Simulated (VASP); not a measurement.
Level of theory: PBE GGA, VASP's PBE PAW potentials (set 64) (plane waves; VASP).

VASP input:

**KPOINTS**
```
Automatic
0
gamma
7 7 7
```

File POSCAR:
```
PtAl2
1
    0.0000000000     2.9762760000     2.9762760000
    2.9762760000     0.0000000000     2.9762760000
    2.9762760000     2.9762760000     0.0000000000
Al Pt
2 1
Direct
  0.2500000000   0.2500000000   0.2500000000
  0.7500000000   0.7500000000   0.7500000000
  0.0000000000   0.0000000000   0.0000000000
```

File KPOINTS_OPT:
```
k-points along high-symmetry lines
10
Line-mode
Reciprocal
  0.000000   0.000000   0.000000 ! GAMMA
  0.500000   0.000000   0.500000 ! X

  0.500000   0.000000   0.500000 ! X
  0.625000   0.250000   0.625000 ! U

  0.375000   0.375000   0.750000 ! K
  0.000000   0.000000   0.000000 ! GAMMA

  0.000000   0.000000   0.000000 ! GAMMA
  0.500000   0.500000   0.500000 ! L

  0.500000   0.500000   0.500000 ! L
  0.500000   0.250000   0.750000 ! W

  0.500000   0.250000   0.750000 ! W
  0.500000   0.000000   0.500000 ! X
```

### INCAR
```
ALGO = Normal
EDIFF = 1E-6
ENCUT = 300
GGA = PE
ISIF = 2
ISMEAR = -1
LASPH = .TRUE.
LCHARG = .FALSE.
LMAXMIX = 6
LREAL = .FALSE.
LWAVE = .FALSE.
NELM = 100
PREC = Accurate
SIGMA = 0.1
SYSTEM = PtAl2
```

POTCAR, in this order: Al Pt (PBE.64 set). Program: vasp_std.

Unless said otherwise, spin-orbit coupling is left out, though it shifts the bands of the heavy elements here.

### Question
What does the run give for the energy per atom (σ→0), band gap (over mesh and band path)?

### Answer

* **energy per atom (σ→0)**: -522.6 kJ/mol of atoms
* **band gap (over mesh and band path)**: none (metal, semimetal or under 0.01 eV)

### OSZICAR
```
...
DAV:  10    -0.162714422878E+02   -0.17052E-03   -0.32582E-04   532   0.146E-01    0.175E-02
DAV:  11    -0.162714399692E+02    0.23186E-05   -0.17152E-05   584   0.426E-02    0.825E-03
DAV:  12    -0.162714421671E+02   -0.21979E-05   -0.62383E-06   516   0.186E-02    0.234E-03
DAV:  13    -0.162714421032E+02    0.63923E-07   -0.52087E-07   340   0.745E-03
   1 F= -.16271442E+02 E0= -.16247731E+02  d E =-.474227E-01
       N       E                     dE             ncg
       N       E                     dE             ncg
       N       E                     dE             ncg
```

The structure is a typed PtAl2 crystal (Fm-3m). The cell was not relaxed at this level.
